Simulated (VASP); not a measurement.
# MgCd2Te3 (I-4m2) in VASP: single point with PBE

Aim: the single point of MgCd2Te3 with PBE.

Program: VASP 6.6.1. These are calculated values, not measurements. Logs are shortened: lines on timing, memory, paths and dates and some standing lists are left out, and cuts for length are marked.

### Step 1. The structure

Symmetry: I-4m2, No. 119, tetragonal system. The conventional cell has a = 4.659 Å, b = 4.659 Å, c = 19.708 Å, α = 90.00°, β = 90.00°, γ = 90.00°. Around Mg (site symmetry -4m2) lie 4 Te at 2.82 Å. Around Cd (site symmetry 2mm) lie 4 Te at 2.86 to 2.87 Å. Cd (site symmetry 2mm) has 4 Te at 2.86 to 2.87 Å as nearest neighbours. Te (site symmetry 2mm) is surrounded by 2 Mg at 2.82 Å and 2 Cd at 2.87 Å. Te (site symmetry 2mm) is surrounded by 2 Mg at 2.82 Å and 2 Cd at 2.87 Å. Around Te (site symmetry -4m2) lie 4 Cd at 2.86 Å.

The cell was built by a generator and needn't be a form met in nature.

### Step 2. Single point, PBE

Contents of INCAR:

```
ALGO = Fast
EDIFF = 1E-5
ENCUT = 520
GGA = PE
ISIF = 2
ISMEAR = 0
KPAR = 2
LASPH = True
LCHARG = False
LREAL = Auto
LWAVE = False
NBANDS = 56
NELM = 80
PREC = Normal
SIGMA = 0.05
```

Contents of KPOINTS:

```
k-points
0
Gamma
  5 5 5
```

Contents of POSCAR:

```
MgCd2Te3
1.0
   -4.6594000000      4.6594000000     19.7078800000
    2.3297000000     -2.3297000000      9.8539400000
    2.3297000000      2.3297000000     -9.8539400000
Mg Cd Te
2 4 6
Direct
    0.0000000000      0.0000000000      0.0000000000
    0.5000000000      0.0000000000      0.0000000000
    0.1672380000      0.3344760000      0.0000000000
    0.6672380000      0.3344760000      0.0000000000
    0.3327620000      0.6655240000      0.0000000000
    0.8327620000      0.6655240000      0.0000000000
    0.4596830000      0.4193660000      0.5000000000
    0.9596830000      0.4193660000      0.5000000000
    0.2903170000      0.0806340000      0.5000000000
    0.7903170000      0.0806340000      0.5000000000
    0.1250000000      0.7500000000      0.5000000000
    0.6250000000      0.7500000000      0.5000000000
```

Potentials or basis: VASP PAW PBE potentials, release 64 (Mg, Cd, Te).

Launch:

```
$ cat potpaw_PBE.64/Mg/POTCAR potpaw_PBE.64/Cd/POTCAR potpaw_PBE.64/Te/POTCAR > POTCAR
$ mpirun -np 2 vasp_std > vasp.out
```

OUTCAR:

```text
EDIFF = 1E-5
   ENCUT = 520
   GGA = PE
   ISIF = 2
   ISMEAR = 0
   LASPH = True
   LREAL = Auto
   NELM = 80
   PREC = Normal

 ion  position               nearest neighbor table
   1  0.000  0.000  0.000-   8 2.82   9 2.82  10 2.82   8 2.82
   2  0.500  0.000  0.000-   7 2.82  10 2.82   9 2.82   7 2.82
   3  0.167  0.334  0.000-  11 2.86  11 2.86   8 2.87   7 2.87
   4  0.667  0.334  0.000-  12 2.86  12 2.86   7 2.87   8 2.87
   5  0.333  0.666  0.000-  12 2.86  11 2.86   9 2.87   9 2.87
   6  0.833  0.666  0.000-  11 2.86  12 2.86  10 2.87  10 2.87
   7  0.460  0.419  0.500-   2 2.82   2 2.82   4 2.87   3 2.87
   8  0.960  0.419  0.500-   1 2.82   1 2.82   3 2.87   4 2.87
   9  0.290  0.081  0.500-   2 2.82   1 2.82   5 2.87   5 2.87
  10  0.790  0.081  0.500-   1 2.82   2 2.82   6 2.87   6 2.87
  11  0.125  0.750  0.500-   3 2.86   6 2.86   3 2.86   5 2.86
  12  0.625  0.750  0.500-   4 2.86   5 2.86   4 2.86   6 2.86

  LATTYP: Found a base centered monoclinic cell.
 ALAT       =    20.2511861987
 B/A-ratio  =     0.2300803496
 C/A-ratio  =     0.4601606992
 COS(beta)  =    -0.2300803496

  Lattice vectors:

 A1 = (  -2.3297000000,  -2.3297000000,   9.8539400000)
 A2 = (   2.3297000000,  -2.3297000000,   9.8539400000)
 A3 = (   0.0000000000,   9.3188000000,   0.0000000000)

Analysis of symmetry for initial positions (statically):
=====================================================================
 Subroutine PRICEL returns following result:

  LATTYP: Found a body centered tetragonal cell.
 ALAT       =     4.6594000000
 C/A-ratio  =     4.2297033953

  Lattice vectors:

 A1 = (  -2.3297000000,   2.3297000000,   9.8539400000)
 A2 = (   2.3297000000,  -2.3297000000,   9.8539400000)
 A3 = (   2.3297000000,   2.3297000000,  -9.8539400000)

   2 primitive cells build up your supercell.

 Routine SETGRP: Setting up the symmetry group for a
 base centered monoclinic supercell.

 Subroutine GETGRP returns: Found  2 space group operations
 (whereof  2 operations were pure point group operations)
 out of a pool of  4 trial point group operations.

The static configuration has the point symmetry C_1h.

Analysis of symmetry for dynamics (positions and initial velocities):
=====================================================================
 Subroutine PRICEL returns following result:

  LATTYP: Found a body centered tetragonal cell.
 ALAT       =     4.6594000000
 C/A-ratio  =     4.2297033953

  Lattice vectors:

 A1 = (  -2.3297000000,   2.3297000000,   9.8539400000)
 A2 = (   2.3297000000,  -2.3297000000,   9.8539400000)
 A3 = (   2.3297000000,   2.3297000000,  -9.8539400000)

   2 primitive cells build up your supercell.

 Routine SETGRP: Setting up the symmetry group for a
 base centered monoclinic supercell.

 Subroutine GETGRP returns: Found  2 space group operations
 (whereof  2 operations were pure point group operations)
 out of a pool of  4 trial point group operations.

The dynamic configuration has the point symmetry C_1h.

 Subroutine INISYM returns: Found  2 space group operations
 (whereof  2 operations are pure point group operations),
 and found     2 'primitive' translations

----------------------------------------------------------------------------------------

                                     Primitive cell

  volume of cell :     213.9291

  direct lattice vectors                    reciprocal lattice vectors
    -2.329700000  2.329700000  9.853940000     0.000000000  0.214619908  0.050741125
     2.329700000 -2.329700000  9.853940000     0.214619908  0.000000000  0.050741125
     2.329700000  2.329700000 -9.853940000     0.214619908  0.214619908  0.000000000

  length of vectors
    10.390146183 10.390146183 10.390146183     0.220536543  0.220536543  0.303518385

  position of ions in fractional coordinates (direct lattice)
     0.000000000  0.000000000  0.000000000
     0.334476000  0.334476000  0.000000000
     0.665524000  0.665524000  0.000000000
     0.919366000  0.419366000  0.500000000
     0.580634000  0.080634000  0.500000000
     0.250000000  0.750000000  0.500000000

  ion indices of the primitive-cell ions
   primitive index   ion index
                 1           1
                 2           3
                 3           6
                 4           8
                 5          10
                 6          11

----------------------------------------------------------------------------------------

 KPOINTS: k-points

Automatic generation of k-mesh.
 Grid dimensions read from file:
 generate k-points for:    5    5    5

 Generating k-lattice:

  Cartesian coordinates                     Fractional coordinates (reciprocal lattice)
     0.000000000  0.021461991  0.005074112     0.200000000  0.000000000  0.000000000
     0.042923982  0.000000000  0.010148225     0.000000000  0.200000000  0.000000000
     0.042923982  0.042923982  0.000000000     0.000000000  0.000000000  0.200000000

  Length of vectors
     0.022053654  0.044107309  0.060703677

  Shift w.r.t. Gamma in fractional coordinates (k-lattice)
     0.000000000  0.000000000  0.000000000

 Subroutine IBZKPT returns following result:
 ===========================================

 Found     39 irreducible k-points:

 Following reciprocal coordinates:
            Coordinates               Weight
  0.000000  0.000000  0.000000      1.000000
  0.200000 -0.000000  0.000000      2.000000
  0.400000  0.000000  0.000000      2.000000
 -0.000000  0.200000  0.000000      4.000000
  0.200000  0.200000  0.000000      4.000000
  0.400000  0.200000  0.000000      4.000000
[... 16 lines left out ...]
  0.200000 -0.400000  0.200000      4.000000
  0.400000 -0.400000  0.200000      4.000000
 [... further k-points ...]
   k-points           NKPTS =     39   k-points in BZ     NKDIM =     39   number of bands    NBANDS=     56
   number of dos      NEDOS =    301   number of ions     NIONS =     12
   total plane-waves  NPLWV = 432000
   dimension x,y,z NGX =   120 NGY =   60 NGZ =   60
   dimension x,y,z NGXF=   240 NGYF=  120 NGZF=  120
   ions per type =               2   4   6
   NGX,Y,Z   is equivalent  to a cutoff of   9.60,  9.60,  9.60 a.u.
   NGXF,Y,Z  is equivalent  to a cutoff of  19.20, 19.20, 19.20 a.u.
 SYSTEM =  unknown system
   PREC   = normal    normal or accurate (medium, high low for compatibility)
   ISTART =      0    job   : 0-new  1-cont  2-samecut
   ICHARG =      2    charge: 1-file 2-atom 10-const
   ISPIN  =      1    spin polarized calculation?
   LNONCOLLINEAR =      F non collinear calculations
   LSORBIT =      F    spin-orbit coupling
   LASPH  =      T    aspherical Exc in radial PAW
   ENCUT  =  520.0 eV  38.22 Ry    6.18 a.u.  38.64 19.32 19.32*2*pi/ulx,y,z
   NELM   =     80;   NELMIN=  2; NELMDL= -5     # of ELM steps
   EDIFF  = 0.1E-04   stopping-criterion for ELM
   LREAL  =      T    real-space projection
   EDIFFG = 0.1E-03   stopping-criterion for IOM
   NSW    =      0    number of steps for IOM
   IBRION =     -1    ionic relax: 0-MD 1-quasi-New 2-CG
   NFREE  =      0    steps in history (QN), initial steepest desc. (CG)
   ISIF   =      2    stress and relaxation
   ISYM   =      2    0-nonsym 1-usesym 2-fastsym
   POTIM  = 0.5000    time-step for ionic-motion
   TEBEG  =    0.0;   TEEND  =   0.0 temperature during run
   PSTRESS=    0.0 pullay stress
   NELECT =      88.0000    total number of electrons
   NUPDOWN=      -1.0000    fix difference up-down
   EMIN   =  10.00;   EMAX   =-10.00  energy-range for DOS
   EFERMI =   0.00;   METHOD = LEGACY
   ISMEAR =     0;   SIGMA  =   0.05  broadening in eV -4-tet -1-fermi 0-gaus
   EFERMI_NEDOS =   21; number of points for ismear=-14 and -15
   IALGO  =     68    algorithm
   IMIX   =      4    mixing-type and parameters
     AMIX     =   0.40;   BMIX     =  1.00
     AMIX_MAG =   1.60;   BMIX_MAG =  1.00
  volume/ion in A,a.u.               =      35.65       240.61
  Fermi-wavevector in a.u.,A,eV,Ry     =   0.966353  1.826142 12.705636  0.933838
  Thomas-Fermi vector in A             =   2.096147
   LORBIT       =      0    0 simple, 1 ext, 2 COOP (PROOUT), +10 PAW based schemes
   GGA     = PE    functional components
   LHFCALC =     F    Hartree Fock is set to
   AEXX    =    0.0000 exact exchange contribution
   IVDW    =     0    specifies the selected vdW correction
   LEPSILON=     F    determine dielectric tensor
   LRPA    =     F    only Hartree local field effects (RPA)
 non-spin polarized calculation
 RMM-DIIS sequential band-by-band and
 Gauss-broadening in eV      SIGMA  =   0.05
  energy-cutoff  :      520.00
  volume of cell :      427.86
 maximum number of plane-waves:     11569
   NGX = 77   NGY = 39   NGZ = 39

 number of electron      88.0000004 magnetization

 Free energy of the ion-electron system (eV)
  ---------------------------------------------------
  ext. energy  EPLUGINS =         0.00000000
  ---------------------------------------------------
  free energy    TOTEN  =       -32.03031307 eV

  energy without entropy =      -32.03031307  energy(sigma->0) =      -32.03031307

 E-fermi :   2.0343     XC(G=0):  -8.1336

 val. band max:        1.7856924806   @ k =   0.0000   0.0000   0.0000
 cond. band min:       2.8762664787   @ k =   0.0000   0.0000   0.0000
 fundamental gap:      1.0905739981
 Fermi energy:         2.0343237479

 k-point     1 :       0.0000    0.0000    0.0000
  band No.  band energies     occupation
      1      -8.8342      2.00000
      2      -8.5593      2.00000
      3      -8.5144      2.00000
      4      -8.3800      2.00000
      5      -8.3342      2.00000
      6      -8.3246      2.00000
[... 48 lines left out ...]
     55       6.6701      0.00000
     56       6.7106      0.00000

 k-point     2 :       0.2000   -0.0000    0.0000
  band No.  band energies     occupation
      1      -8.8094      2.00000
      2      -8.5841      2.00000
      3      -8.5096      2.00000
      4      -8.4208      2.00000
      5      -8.3171      2.00000
      6      -8.3080      2.00000
[... 48 lines left out ...]
     55       6.7234      0.00000
     56       6.8595      0.00000

 k-point     3 :       0.4000    0.0000    0.0000
  band No.  band energies     occupation
      1      -8.7423      2.00000
      2      -8.6549      2.00000
      3      -8.4941      2.00000
      4      -8.4658      2.00000
      5      -8.3016      2.00000
      6      -8.2939      2.00000
[... 1172 lines left out ...]
 k-point    23 :       0.2000   -0.4000    0.2000
  band No.  band energies     occupation
      1      -8.6338      2.00000
      2      -8.5958      2.00000
      3      -8.5126      2.00000
      4      -8.4185      2.00000
      5      -8.2687      2.00000
      6      -8.2590      2.00000
[... 48 lines left out ...]
     55       6.8984      0.00000
     56       6.9012      0.00000

 k-point    24 :       0.4000   -0.4000    0.2000
  band No.  band energies     occupation
      1      -8.6848      2.00000
      2      -8.5489      2.00000
      3      -8.5423      2.00000
      4      -8.3654      2.00000
      5      -8.2755      2.00000
      6      -8.2689      2.00000
[... 48 lines left out ...]
     55       6.6420      0.00000
     56       6.7680      0.00000

 [... further k-points ...]

------------------------ aborting loop because EDIFF is reached ----------------------------------------

  FORCE on cell =-STRESS in cart. coord.  units (eV):
  Direction    XX          YY          ZZ          XY          YZ          ZX
  --------------------------------------------------------------------------------------
  -------------------------------------------------------------------------------------
  Total        0.2316929      0.0973473      0.1307150      0.0000000     -0.0007495      0.0000000
  in kB        0.8676076      0.3645313      0.4894812      0.0000000     -0.0028067      0.0000000
  external PRESSURE =       0.5738734 kB  Pullay stress =       0.0000000 kB

 VOLUME and BASIS-vectors are now :
 -----------------------------------------------------------------------------
  energy-cutoff  :      520.00
  volume of cell :      427.86
      direct lattice vectors                 reciprocal lattice vectors
    -4.659400000  4.659400000 19.707880000     0.000000000  0.107309954  0.025370562
     2.329700000 -2.329700000  9.853940000     0.214619908  0.000000000  0.050741125
     2.329700000  2.329700000 -9.853940000     0.214619908  0.214619908  0.000000000

 POSITION                                       TOTAL-FORCE (eV/Angst)
 -----------------------------------------------------------------------------------
      0.00000      0.00000      0.00000        -0.000000      0.000006      0.001050
     -2.32970      2.32970      9.85394        -0.000000      0.000006      0.001050
      0.00000     -0.00000      6.59181         0.000000      0.000008     -0.000337
     -2.32970      2.32970     16.44575         0.000000      0.000008     -0.000337
     -0.00000      0.00000     13.11607         0.000000      0.000045      0.004240
     -2.32970      2.32970     22.97001         0.000000      0.000045      0.004240
      0.00000      2.32970      8.26481        -0.000000     -0.000016      0.005771
     -2.32970      4.65940     18.11875        -0.000000     -0.000016      0.005771
      0.00000      2.32970      1.58913        -0.000000     -0.000002     -0.008802
     -2.32970      4.65940     11.44307        -0.000000     -0.000002     -0.008802
      2.32970      0.00000      4.92697         0.000000     -0.000041     -0.001921
      0.00000      2.32970     14.78091         0.000000     -0.000041     -0.001921
 -----------------------------------------------------------------------------------
    total drift:                               -0.000011     -0.000052     -0.000142

  FREE ENERGIE OF THE ION-ELECTRON SYSTEM (eV)
  ---------------------------------------------------
  free  energy   TOTEN  =       -32.0303130662 eV

  energy  without entropy=      -32.0303130662  energy(sigma->0) =      -32.03031307
```

It took 20 min on 2 MPI ranks of Intel Xeon Platinum 8259CL at 2.50GHz (Skylake/Cascade Lake), shared host; peak memory 1.2 GiB.

Results:

| Item | Value |
| --- | --- |
| Free energy | -32.0303 eV |
| Pressure | 0.1 GPa |
| Largest force | 0.009 eV/Å |
| Band gap on the k mesh | 1.09 eV |

Forces on the atoms (eV/Å):
```
Mg   0.000  0.000  0.001
Mg   0.000  0.000  0.001
Cd   0.000  0.000  0.000
Cd   0.000  0.000  0.000
Cd   0.000  0.000  0.004
Cd   0.000  0.000  0.004
Te   0.000  0.000  0.006
Te   0.000  0.000  0.006
Te   0.000  0.000 -0.009
Te   0.000  0.000 -0.009
Te   0.000  0.000 -0.002
Te   0.000  0.000 -0.002
```

Caveat: spin-orbit coupling is left out, which moves the levels of the heavy elements; an odd mesh through Γ misses points on the zone boundary, where band edges often lie.
